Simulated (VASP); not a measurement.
Consider the following.

```yaml
crystal:
  lattice:
    - [0.00000, 3.34608, 3.34608]
    - [3.34608, 0.00000, 3.34608]
    - [3.34608, 3.34608, 0.00000]
  atoms:
    - { symbol: Cd, position: [0.00000, 0.00000, 0.00000] }
    - { symbol: Te, position: [0.25000, 0.25000, 0.25000] }
```

Computed with r2SCAN meta-GGA, VASP's PBE PAW potentials (set 64) (plane waves; VASP). Numerical set-up: 520 eV cut-off, 7×7×7 Γ-centred mesh, Gaussian smearing of 0.050 eV, potentials Cd Te.

Q: Give the stress tensor in GPa (positive for a compressed cell).

A: 
```
-2.05   0.00   0.00
 0.00  -2.05   0.00
 0.00   0.00  -2.05
```
The pressure is its mean diagonal, -2.05 GPa.

The compound is CdTe in the zinc blende structure. This cell is one point of a volume scan, at 1.06 of the reference volume.
